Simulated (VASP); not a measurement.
An input for Quantum ESPRESSO's pw.x (written as the equivalent of a VASP run, and not itself run):

```
&CONTROL
  calculation = 'vc-relax'
  pseudo_dir = './pseudo'
  outdir = './out'
  tprnfor = .true.
  tstress = .true.
  nstep = 40
  forc_conv_thr = 0.00039
/
&SYSTEM
  ibrav = 0
  nat = 2
  ntyp = 2
  ecutwfc = 92
  occupations = 'smearing'
  smearing = 'methfessel-paxton'
  degauss = 0.00735
  input_dft = 'pbe'
/
&ELECTRONS
  conv_thr = 7.3e-08
  electron_maxstep = 100
/
&IONS
/
&CELL
/
ATOMIC_SPECIES
  Zn 65.380 Zn.upf
  Cu 63.546 Cu.upf
CELL_PARAMETERS angstrom
     3.0090000    0.0000000    0.0000000
     0.0000000    3.0090000    0.0000000
     0.0000000    0.0000000    3.0090000
ATOMIC_POSITIONS crystal
  Zn   0.5398804  0.5166168  0.5000000
  Cu   0.0000000  0.0000000  0.0000000
K_POINTS automatic
  9 9 9 0 0 0
```

Task: Write the VASP files for the same calculation (PBE).

Result: One answer among several that fit: 
### KPOINTS
```
kpoints
0
G
9 9 9
```

INCAR:
```
SYSTEM = CuZn
PREC = Accurate; ENCUT = 400; LREAL = .FALSE.
LASPH = .TRUE.
EDIFF = 1E-6; NELM = 100; ALGO = Normal
LMAXMIX = 4
ISMEAR = 1; SIGMA = 0.1
GGA = PE
IBRION = 2; NSW = 40; ISIF = 3
EDIFFG = -0.01
LWAVE = .FALSE.; LCHARG = .FALSE.
```

File POSCAR:
```
CuZn
1
    3.0090000000     0.0000000000     0.0000000000
    0.0000000000     3.0090000000     0.0000000000
    0.0000000000     0.0000000000     3.0090000000
Zn Cu
1 1
Direct
  0.5398803589   0.5166168162   0.5000000000
  0.0000000000   0.0000000000   0.0000000000
```

POTCAR, in this order: Zn Cu (PBE.64 set). Program: vasp_std.

The two are equivalent in intent, not identical: the potentials are each code's own (VASP's PAW set, PseudoDojo norm-conserving files in pw.x), so ENCUT and ecutwfc are chosen apart and not converted; conv_thr bounds pw.x's estimated SCF error, while EDIFF bounds the energy change between steps; forc_conv_thr acts on force components and is met together with etot_conv_thr.

The compound is CuZn in the CsCl type structure. In the starting cell atoms are displaced from their ideal sites. This run relaxes it. Symmetry was kept, so distortions that lower it aren't found.
